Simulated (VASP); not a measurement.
Consider the following.

```
NiSi2
1.0
    0.00000     2.66772     2.66772
    2.66772     0.00000     2.66772
    2.66772     2.66772     0.00000
Si Ni
2 1
Direct
  0.25000   0.25000   0.25000
  0.75000   0.75000   0.75000
  0.00000   0.00000   0.00000
```

Level of theory: r2SCAN meta-GGA, VASP's PBE PAW potentials (set 64) (plane waves; VASP 6.6.1). Run with 520 eV cut-off, 10×10×10 Γ-centred mesh, first-order Methfessel-Paxton smearing of 0.10 eV, potentials Si Ni.

### Question
Give the stress tensor in GPa (positive for a compressed cell).

### Answer

```
4.92  0.00  0.00
0.00  4.92  0.00
0.00  0.00  4.92
```
The pressure is its mean diagonal, 4.92 GPa.

The compound is NiSi2 in the fluorite structure. This cell is one point of a volume scan, at 0.97 of the reference volume. The run is not spin-polarised, so no magnetic state was tried.
